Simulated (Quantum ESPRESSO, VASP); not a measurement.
Input for VASP

File KPOINTS:
```
K-points
0
gamma
 6 6 6
0 0 0
```

POSCAR:
```
LaAg
1
    3.6736130000     0.0000000000     0.0000000000
    0.0000000000     3.6736130000     0.0000000000
    0.0000000000     0.0000000000     3.6835410000
La Ag
1 1
Direct
  0.5000000000   0.5000000000   0.5000000000
  0.0000000000   0.0000000000   0.0000000000
```

**INCAR**
```
! general
SYSTEM  = LaAg
PREC    = Accurate
ENCUT   = 300   ! plane-wave cut-off (eV)
LREAL   = .FALSE.   ! projection in real space or not
LASPH   = .TRUE.   ! aspherical one-centre terms

! electronic loop
EDIFF   = 1E-6   ! SCF stop (eV)
NELM    = 100
ALGO    = Normal   ! blocked Davidson
LMAXMIX = 6   ! l cut-off of mixed one-centre charges

! smearing
ISMEAR  = 0
SIGMA   = 0.1

! ions
ISIF    = 2   ! forces and stress, cell fixed

! output
LWAVE   = .FALSE.
LCHARG  = .FALSE.
```

POTCAR, in this order: La Ag (LDA.64 set). Program: vasp_std.

Question: Translate it to Quantum ESPRESSO.

Answer: One input that does it (LDA (PZ), GBRV 1.5 ultrasoft (LDA) pseudopotentials):
```
&CONTROL
   calculation = 'scf'
   prefix = 'pwscf'
   outdir = './out'
   pseudo_dir = './'
   verbosity = 'high'
   tprnfor = .true.
   tstress = .true.
/
&SYSTEM
   ibrav = 6
   A = 3.673613000
   C = 3.683541000
   nat = 2
   ntyp = 2
   ecutwfc = 40
   ecutrho = 320
   occupations = 'smearing'
   smearing = 'gaussian'
   degauss = 0.0073499
/
&ELECTRONS
   conv_thr = 1.0e-11
   mixing_beta = 0.3
/
ATOMIC_SPECIES
La   138.9055  la_lda_v1.uspp.F.UPF
Ag   107.8682  ag_lda_v1.4.uspp.F.UPF
ATOMIC_POSITIONS {crystal}
La    0.500000000    0.500000000    0.500000000
Ag    0.000000000    0.000000000    0.000000000
K_POINTS {automatic}
6 6 6  0 0 0
```
Both are inputs of real runs that ended normally. What can't carry over is the choice of potentials or basis and its cut-off, and each code's defaults.

VASP's LDA is the Perdew-Zunger fit; the other code's may be Perdew-Wang, which differs slightly.

The structure comes from a computed database's LaAg entry (P4/mmm); how it stands against other phases isn't given here. The cell was not relaxed at this level, and its volume differs by -5.9 % from the start's.
